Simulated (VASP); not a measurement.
Data:

```
CELL_PARAMETERS angstrom
      0.00000     3.44124     3.44124
      3.44124     0.00000     3.44124
      3.44124     3.44124     0.00000
ATOMIC_POSITIONS crystal
  As 0.00000 0.00000 0.00000
  Au 0.50000 0.50000 0.50000
  Au 0.25000 0.25000 0.25000
  Au 0.75000 0.75000 0.75000
```

Level of theory: PBE GGA, VASP's PBE PAW potentials (set 64) (plane waves; VASP). Settings: 400 eV cut-off, 5×5×5 Γ-centred mesh, Gaussian smearing of 0.050 eV, potentials As Au.

Unless said otherwise, spin-orbit coupling is left out, though it shifts the bands of the heavy elements here.

Q: Estimate the energy per atom (σ→0), pressure, band gap (on the k-mesh) with the smallest direct gap where there is one.

A: 
The band gap (on the k-mesh) comes out as none (metal, semimetal or under 0.01 eV) and the energy per atom (σ→0) is -316.4 kJ/mol-atom. The pressure is -8.43 GPa.

Total energies compare only between runs with the same potentials, cut-off and functional.

The structure was generated: AsAu3 was put into the D03 type (Fm-3m), which need not be its known phase. The cell was not relaxed at this level. The k-mesh is coarse (spacing up to 0.32 per Å, 2π included), so the numbers may not be converged in it.
